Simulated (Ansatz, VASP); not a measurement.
# Mo9Ru61 in two plane-wave programs, part 2 of 2

Wanted: the spread between two codes on one cell, functional and k mesh. The cell is taken from a series of runs on this material, whose earlier steps may have relaxed, scaled, displaced or heated it; both programs get it as it stands.

VASP 6.6.1 and Ansatz 0.2.0.

So far. Step 2 (VASP: single point, PBE): The run ends at a pressure of -1.36 GPa, with forces up to 1.3 eV/Å.

## 3. Ansatz: single point, PBE

Level of this step: Ansatz beside VASP: Kohn-Sham DFT, plane waves, PBE (Ansatz).

Ansatz runs on its default PAW (the set named soft_2) files.

The same cell, functional, mesh and smearing now go to Ansatz, which takes its cutoff from its data sets.

File input.yaml:

```yaml
crystal:
  lattice:
    - [9.23556, 0.0, 0.0]
    - [2.4124, 4.88741, 0.0]
    - [0.0, 0.0, 22.29655]
  atoms:
    - { symbol: Mo, position: [0.2271, 0.07216, 0.99713] }
    - { symbol: Ru, position: [0.94502, 0.2877, 0.05638] }
    - { symbol: Mo, position: [0.496, 0.14412, 0.05534] }
    - { symbol: Ru, position: [0.19718, 0.35148, 0.10274] }
    - { symbol: Ru, position: [0.7276, 0.20906, 0.11278] }
    - { symbol: Ru, position: [0.43432, 0.43403, 0.1583] }
    - { symbol: Ru, position: [0.97794, 0.26724, 0.17252] }
    - { symbol: Ru, position: [0.67484, 0.49482, 0.21346] }
    - { symbol: Ru, position: [0.22149, 0.33575, 0.22311] }
    - { symbol: Ru, position: [0.92042, 0.05909, 0.27066] }
    - { symbol: Ru, position: [0.46321, 0.40661, 0.27937] }
    - { symbol: Ru, position: [0.16833, 0.1222, 0.32416] }
    - { symbol: Ru, position: [0.6985, 0.47395, 0.33191] }
    - { symbol: Ru, position: [0.41198, 0.18788, 0.38042] }
    - { symbol: Ru, position: [0.95301, 0.03819, 0.39108] }
    - { symbol: Ru, position: [0.66848, 0.2511, 0.43894] }
    - { symbol: Ru, position: [0.19253, 0.1036, 0.44526] }
    - { symbol: Ru, position: [0.90681, 0.31826, 0.50197] }
    - { symbol: Mo, position: [0.44347, 0.16792, 0.50018] }
    - { symbol: Ru, position: [0.92746, 0.30791, 0.95142] }
    - { symbol: Ru, position: [0.48457, 0.12859, 0.9429] }
    - { symbol: Ru, position: [0.18161, 0.36251, 0.89479] }
    - { symbol: Ru, position: [0.71863, 0.21493, 0.88531] }
    - { symbol: Ru, position: [0.42452, 0.42829, 0.84114] }
    - { symbol: Ru, position: [0.9688, 0.27312, 0.82932] }
    - { symbol: Ru, position: [0.67234, 0.49523, 0.78521] }
    - { symbol: Ru, position: [0.217, 0.33392, 0.77524] }
    - { symbol: Ru, position: [0.92327, 0.06157, 0.72867] }
    - { symbol: Ru, position: [0.46167, 0.40277, 0.72185] }
    - { symbol: Ru, position: [0.1678, 0.12092, 0.67649] }
    - { symbol: Ru, position: [0.7073, 0.46748, 0.66754] }
    - { symbol: Ru, position: [0.41305, 0.19156, 0.62021] }
    - { symbol: Ru, position: [0.95478, 0.03491, 0.60936] }
    - { symbol: Ru, position: [0.67009, 0.25017, 0.56371] }
    - { symbol: Ru, position: [0.19508, 0.10436, 0.55825] }
    - { symbol: Ru, position: [0.23004, 0.57714, 0.99768] }
    - { symbol: Ru, position: [0.94288, 0.78735, 0.04993] }
    - { symbol: Ru, position: [0.49269, 0.63991, 0.05123] }
    - { symbol: Ru, position: [0.19603, 0.84955, 0.1026] }
    - { symbol: Ru, position: [0.72436, 0.70265, 0.1122] }
    - { symbol: Ru, position: [0.43431, 0.92415, 0.1585] }
    - { symbol: Mo, position: [0.9684, 0.7732, 0.166] }
    - { symbol: Ru, position: [0.67244, 0.99669, 0.21558] }
    - { symbol: Ru, position: [0.21673, 0.83827, 0.22302] }
    - { symbol: Ru, position: [0.92161, 0.55997, 0.27058] }
    - { symbol: Ru, position: [0.4637, 0.89787, 0.27953] }
    - { symbol: Ru, position: [0.16529, 0.6259, 0.3216] }
    - { symbol: Mo, position: [0.70758, 0.97027, 0.33774] }
    - { symbol: Ru, position: [0.40862, 0.69108, 0.38072] }
    - { symbol: Ru, position: [0.95192, 0.53092, 0.39127] }
    - { symbol: Ru, position: [0.66765, 0.74474, 0.43945] }
    - { symbol: Mo, position: [0.18297, 0.60765, 0.44026] }
    - { symbol: Ru, position: [0.90636, 0.82576, 0.50127] }
    - { symbol: Mo, position: [0.44168, 0.66938, 0.49993] }
    - { symbol: Mo, position: [0.93337, 0.79975, 0.94224] }
    - { symbol: Ru, position: [0.48392, 0.63226, 0.94054] }
    - { symbol: Ru, position: [0.17938, 0.86533, 0.89419] }
    - { symbol: Ru, position: [0.7178, 0.70876, 0.88573] }
    - { symbol: Ru, position: [0.43029, 0.92453, 0.83928] }
    - { symbol: Ru, position: [0.96873, 0.77211, 0.82537] }
    - { symbol: Ru, position: [0.67102, 0.99612, 0.7864] }
    - { symbol: Ru, position: [0.21762, 0.83766, 0.77562] }
    - { symbol: Ru, position: [0.92053, 0.55536, 0.7287] }
    - { symbol: Ru, position: [0.4633, 0.90348, 0.7211] }
    - { symbol: Ru, position: [0.16404, 0.62943, 0.67735] }
    - { symbol: Ru, position: [0.70839, 0.97277, 0.66807] }
    - { symbol: Ru, position: [0.41397, 0.69096, 0.62066] }
    - { symbol: Ru, position: [0.95852, 0.53218, 0.61] }
    - { symbol: Mo, position: [0.67422, 0.74691, 0.56486] }
    - { symbol: Ru, position: [0.19507, 0.60784, 0.55461] }
kpoints:
  mp_grid: { grid: [2, 3, 1] }
hamiltonian:
  xc: pbe
scf:
  occupations: { method: fermi_dirac, width: 0.1 }
output:
  forces: true
```

Launch:

```
ansatz run input.yaml --threads 6 --pin off --max-ram 102400MiB --backend cuda --events-out ev --progress --plain --runs-dir out
```

Numbers of over 12 decimals in the logs are rounded to 6 here.

Output:

```text
Engine: ansatz 0.2.0, x86_64-unknown-linux-gnu
Pseudopotentials: kind: paw
Pseudopotential: Mo, paw, valence charge 14, recommended cutoff 420 eV (normal), Mo.paw.azcp
Pseudopotential: Ru, paw, valence charge 16, recommended cutoff 420 eV (normal), Ru.paw.azcp
Functional definition: PBE
  parameter kappa = 0.804
  parameter beta = 0.066725
  exchange = pbe_x(kappa = kappa, mu = beta*pi^2/3)
  correlation = pbe_c(beta = beta)
device memory: the entry about to start is reckoned to put 19.1 GiB on a device that reports 78.6 GiB free
GPU FFT provider: cuFFT
GPU libraries: cuBLAS 13.8.2, cuFFT 12.4.0, cuSOLVER 12.3.4
Crystal: 70 atoms, lattice volume = 1006.421 Å³
Basis set: ecut = 420 eV, 19611 PW (Γ), exchange–correlation on 128×80×300 points (8 copies of the dense FFT grid, shifted against one another)
Bands: 662, of which v1, the nominal top of the filled ones, is band 551 counted from 1 (550 counted from 0)
Symmetry: 1 space group operations
Space group: P1 (ITA 1), of the structure as read, at distance tolerance 1.0e-4 Å
k-points: 4 of 6 (time reversal used)
Non-local potential: Mo, projectors of the file, l = 0: 3, l = 1: 2, l = 2: 2, l = 3: 1
Non-local potential: Ru, projectors of the file, l = 0: 3, l = 1: 2, l = 2: 2, l = 3: 1
PAW form: soft (Blöchl's): semilocal exchange-correlation on the pseudo side does not see the compensation charge
PAW one-centre angular grid: Mo, 590 points (default); XC on 64 Gauss nodes
PAW one-centre angular grid: Ru, 590 points (default); XC on 64 Gauss nodes
Initial density: superposition of atomic densities (neutral atoms: chi_scale 0, normalization atom), corrected by the library's trained network
Initial wavefunctions: pseudopotential atomic-orbital guess
GPU buffer pool allocated for 384000 grid points (all kernels)
GPU transforms: local potential and band sums: pruned to the plane-wave sphere, on 64×40×150
Functional: x = pbe(κ = 0.804, μ = 0.219515), c = pbe(β = 0.066725)
SCF iter   1: F=—  HF=-403197.880764 eV  |F-HF|=—  |Δ(HF+E_count)|=         —  Δρ=1.16e-2  dr2=1.12e1  ethr=1.77e-3  ⟨swp⟩=5.0  Hψ=8427  notcnv=0  defer=4
preconditioner: auto → Kerker (q_TF=auto, 2.770 Å⁻¹)  [metal: Δε(μ)=0.009 eV  Ē_g=4.522 eV  σ=0.100 eV  W_gap=0.02  n_scr=370 (ndim 8)  ℏωp=27.3 eV  f_vac=0.002  D(μ)=62.68/eV (n_scr^D=630)]
SCF iter   2: F=—  HF=-403197.823993 eV  |F-HF|=—  |Δ(HF+E_count)|=   5.68e-2  Δρ=6.04e-3  dr2=3.95e0  ethr=1.02e-3  ⟨swp⟩=1.0  Hψ=3048  notcnv=0  defer=5
SCF iter   3: F=—  HF=-403197.797821 eV  |F-HF|=—  |Δ(HF+E_count)|=   2.62e-2  Δρ=7.70e-4  dr2=1.38e-1  ethr=3.58e-4  ⟨swp⟩=1.0  Hψ=2627  notcnv=0  defer=5
SCF iter   4: F=—  HF=-403197.797612 eV  |F-HF|=—  |Δ(HF+E_count)|=   2.09e-4  Δρ=2.31e-4  dr2=9.73e-3  ethr=1.25e-5  ⟨swp⟩=2.0  Hψ=2672  notcnv=0  defer=5
SCF iter   5: F=—  HF=-403197.797633 eV  |F-HF|=—  |Δ(HF+E_count)|=   2.06e-5  Δρ=8.13e-5  dr2=5.03e-4  ethr=8.83e-7  ⟨swp⟩=2.0  Hψ=3460  notcnv=0  defer=5
SCF iter   6: F=—  HF=-403197.791637 eV  |F-HF|=—  |Δ(HF+E_count)|=   6.00e-3  Δρ=2.94e-5  dr2=2.43e-5  ethr=4.57e-8  ⟨swp⟩=2.0  Hψ=4622  notcnv=0  defer=5
SCF iter   7: F=—  HF=-403197.794688 eV  |F-HF|=—  |Δ(HF+E_count)|=   3.05e-3  Δρ=9.19e-6  dr2=3.84e-6  ethr=2.20e-9  ⟨swp⟩=2.8  Hψ=3736  notcnv=0  defer=5
SCF iter   8: F=—  HF=-403197.794688 eV  |F-HF|=—  |Δ(HF+E_count)|=   3.24e-7  Δρ=3.69e-6  dr2=5.99e-7  ethr=3.49e-10  ⟨swp⟩=2.0  Hψ=3307  notcnv=0  defer=5
SCF iter   9: F=-403197.794688 eV  HF=-403197.794688 eV  |F-HF|=7.49e-8  |Δ(HF+E_count)|=   4.18e-8  Δρ=1.27e-6  dr2=9.87e-8  ethr=9.07e-12  ⟨swp⟩=4.0  Hψ=7944  notcnv=0
SCF 1 converged in 9 iterations: F = -403197.794688 eV  dr2 = 9.87e-8
  greatest PAW one-centre occupation: 0.998 electrons in one spin orbital (limit 2), on the Mo atom at site 53 (counted from 0), in its partial waves of l = 0
SCF converged after 9 iterations
Free energy (F): -403197.794688 eV
Harris-Foulkes:  -403197.794688 eV  (|F-HF|=7.49e-8)
Internal energy: -403195.673183 eV  (E = F + TS)
E sigma→0 (E₀):  -403196.733935 eV
Entropy (-TS):   -2.121504 eV (-30.307 meV/atom)
Fermi energy:    22.064331 eV
--- Per-component energies (eV) ---
  E_band       = -4875.156760
  E_kinetic    = 35316.654530
  E_local      = -93333.309680  (includes V_loc(G=0)·N_el)
  E_nonlocal   = 22217.538993
  E_hartree    = 31191.896345
  E_xc         = -13263.729658
  E_vxc        = -16638.654370  (∫ρ·V_xc dr)
  E_paw        = -239918.036303  (= ΣΔE_a)
  E_vpaw       = -14821.180339  (= ΣTr[D̂ρ^β])
  E_aug_tail   = -0.010786  (compensation charges beyond the density's cutoff)
  E_ewald      = -145406.676624
  E_smearing   = -2.121504  (= −TS)
  E_closure    = 0.000000  (closes the sum)
  Σ components = -403197.794688   (vs F -403197.794688, Δ=0.00e0)
--- Forces (eV/Å), atoms counted from 1 ---
  atom   1  Mo     0.86060499    -0.09438983    -0.00645428
  atom   2  Ru    -0.16555256     0.16545145    -0.48626163
  atom   3  Mo    -0.10795126    -0.29227245    -0.00615247
  atom   4  Ru    -0.27993615     0.13618313    -0.38103937
  atom   5  Ru    -0.14165601    -0.12558626     0.27973756
  atom   6  Ru    -0.39122982    -0.23202215     0.10164646
  atom   7  Ru    -0.17936220     0.08023032    -0.41500485
  atom   8  Ru     0.28145874    -0.16029625     0.24592045
  atom   9  Ru     0.03929211    -0.02887537    -0.11313486
  atom  10  Ru     0.09650162     0.01479007    -0.16743925
  atom  11  Ru    -0.19070194    -0.03267113     0.00665831
  atom  12  Ru    -0.20423521     0.24219926    -0.01523797
  atom  13  Ru     0.63779099    -0.19293978     0.69628771
  atom  14  Ru    -0.14493632     0.15721263     0.20790333
  atom  15  Ru     0.31190701     0.01928488     0.20906795
  atom  16  Ru    -0.44196238     0.29552121     0.25908129
  atom  17  Ru     0.18292903    -0.14582871    -0.56067461
  atom  18  Ru    -0.39418738     0.21158161    -0.09306147
  atom  19  Mo     0.01347131    -0.00340385    -0.02755456
  atom  20  Ru     0.22338027    -0.24714804    -0.38234080
  atom  21  Ru    -0.16998419     0.23795429    -0.42485023
  atom  22  Ru    -0.06508558    -0.21744495     0.34292361
  atom  23  Ru     0.07898518    -0.01465936     0.01841670
  atom  24  Ru     0.02754416    -0.08668282    -0.07454098
[...]
atom  63  Ru     0.04984055     0.10456661    -0.04273513
  atom  64  Ru     0.13728146    -0.10514608    -0.12224025
  atom  65  Ru     0.17762505    -0.15499531    -0.39495514
  atom  66  Ru    -0.22362725    -0.02490394    -0.56609964
  atom  67  Ru    -0.31633012     0.09814855    -0.30648647
  atom  68  Ru    -0.11154200     0.07131873    -0.46964165
  atom  69  Mo    -0.29172652     0.05021510    -0.04739855
  atom  70  Ru     0.18335758    -0.18635743     0.58403202
  max |Σ_I F_I| component: 1.40e-5 eV/Å
```

The column dr2 measures how far the density is from self-consistency, as an energy; F and HF (Harris–Foulkes) agree once it is small.

## 4. Side by side

Known differences besides the potentials themselves: the data sets hold 1102 valence electrons in Ansatz (on its default PAW (the set named soft_2) files) and 980 in VASP; the cutoff is 420 eV in Ansatz and 400 eV in VASP (PREC = Accurate, projectors in real space). Total energies have different zeros and are not compared.

Forces on 10 of the 70 atoms, those with the largest forces and the largest differences (eV/Å; atoms numbered as in POSCAR):

```
atom         Ansatz x, y, z           VASP x, y, z
 Mo1  0.861, -0.094, -0.006  0.865, -0.093, -0.007
 Mo4   0.369, -0.123, 1.203   0.369, -0.123, 1.200
Ru10  -0.166, 0.165, -0.486  -0.167, 0.164, -0.437
Ru20   0.638, -0.193, 0.696   0.641, -0.192, 0.697
Ru26  0.223, -0.247, -0.382  0.214, -0.242, -0.432
Ru42   0.923, -0.631, 0.183   0.928, -0.634, 0.181
Ru43   -0.128, 0.214, 0.158   -0.127, 0.213, 0.203
Ru44   -0.378, 0.132, 0.687   -0.374, 0.131, 0.699
Ru56   -0.790, 0.188, 0.016   -0.793, 0.190, 0.018
Ru61   0.244, -0.049, 0.818   0.245, -0.050, 0.814
```

The forces differ by 7.8 meV/Å r.m.s., which is 2.8 % of the r.m.s. force of 0.280 eV/Å (both taken over all components).

## 5. Summary of results

```yaml
r_m_s_force_difference_single_point_pbe: 2.8 % of the r.m.s. force
```

What this shows: The r.m.s. force difference is 2.8 % of the r.m.s. force (single point, PBE), within the 3 % picked in this series as the mark of a large difference. The data sets hold unlike numbers of valence electrons (1102 in Ansatz and 980 in VASP), so part of the differences comes from the potentials. Such differences can come from data sets, numerical settings and the points named under the comparisons, not from the functional's error against experiment.

[Lines on the potential files, build, host, timing and source positions are cut from VASP's logs without a mark.]

[Logs are printed without paths, hosts, clocks, repeated set-up lines and the standing remarks that a program may print on its own settings, such as how far it seeks lower states.]

[Hosts, paths, dates, database ids (printed as entryN), source tags and the programs' standing remarks are cut or masked in the printed files.]
